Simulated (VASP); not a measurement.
Energy against volume of Mo (bcc). Calculation: revPBE GGA, VASP's PBE PAW potentials (set 64) (plane waves; VASP).

| V (Å³/atom) | E (eV/atom) |
|---|---|
| 15.051 | -10.44239 |
| 15.531 | -10.47841 |
| 16.011 | -10.48801 |
| 16.492 | -10.47504 |
| 16.972 | -10.44287 |

Fit a third-order Birch-Murnaghan equation of state.

```
Quantity                                          Value
---------------------------------------  --------------
volume per atom                          15.96 Å^3/atom
bulk modulus                                    253 GPa
pressure derivative of the bulk modulus            4.30
lattice constant a                              3.172 Å
```

Measured: bulk modulus 265 GPa at 0 K (computed value off by -4.3 %), as given by Vázquez-Parga, Fernández-Martínez, Viñes, J. Chem. Theory Comput. (2023), doi:10.1021/acs.jctc.3c00612, Supporting … [zero-point energy and finite temperature contributions removed]; a 3.141 Å at 0 K (computed value off by +1.0 %), as given by Daniel Mejia-Rodriguez et al., Physical Review B (2018), arXiv:1807.09216 [static lattice: zero-point anharmonic expansion removed].

The compound is Mo in the bcc structure. It was relaxed first.
